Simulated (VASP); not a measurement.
VASP runs on CrW (space group Fd-3m) share one base input (PBE GGA, plane waves, VASP's PBE PAW potentials (set 64)) and change the settings named in each case.

### POSCAR
```
CrW
1
    0.0000000000     3.0754870000     3.0754870000
    3.0754870000     0.0000000000     3.0754870000
    3.0754870000     3.0754870000     0.0000000000
Cr W
2 2
Direct
  0.7500000000   0.7500000000   0.7500000000
  0.5000000000   0.5000000000   0.5000000000
  0.0000000000   0.0000000000   0.0000000000
  0.2500000000   0.2500000000   0.2500000000
```

**KPOINTS**
```
Automatic mesh
0
G
  5 5 5
```

### INCAR
```
SYSTEM=CrW
PREC=Accurate; ENCUT=300; LREAL=.FALSE.
LASPH=.TRUE.
EDIFF=1E-6; NELM=100; ALGO=Normal
LMAXMIX=6
ISMEAR=-1; SIGMA=0.1
GGA=PE
MAGMOM=2*3.0 2*0.0
ISPIN=2
ISIF=2
LWAVE=.FALSE.; LCHARG=.FALSE.; LORBIT=11
```

POTCAR, in this order: Cr_pv W_sv (PBE.64 set). Program: vasp_std.

```
change                                                                                                                                                     E(σ→0) (eV/atom)  pressure (GPa)  −TS (eV)
---------------------------------------------------------------------------------------------------------------------------------------------------------  ----------------  --------------  --------
base run                                                                                                                                                           -11.1188           -9.54   -0.1013
GGA removed, POTCAR Cr_pv W_sv (LDA.64 set)                                                                                                                        -12.1664          -22.65   -0.1077
GGA_COMPAT = .FALSE., ISPIN removed, LNONCOLLINEAR = .TRUE., LSORBIT = .TRUE., MAGMOM = 0.0 0.0 3.0 0.0 0.0 3.0 0.0 0.0 0.0 0.0 0.0 0.0, program vasp_ncl          -11.5297           -9.29   -0.1019
KPOINTS 1×1×1 Γ-centred mesh                                                                                                                                       -12.2882          -26.24   -0.0018
```
 Energies of different potentials or functionals have different zeros.  Unless said otherwise, spin-orbit coupling is left out, though it shifts the bands of the heavy elements here. At 300 eV the pressure can carry a Pulay error.

Left out are runs that ran out of time, are held back, or changed the cell or the kind of run, fixed moments of cells without a moment, rows past the twelfth, gaps on odd meshes, pressures of charged cells and columns that move by less than the noise.

The structure was generated: CrW was put into an ordered model structure, which need not be its known phase. The cell was not relaxed at this level, its lattice was scaled by up to 2.5 %.
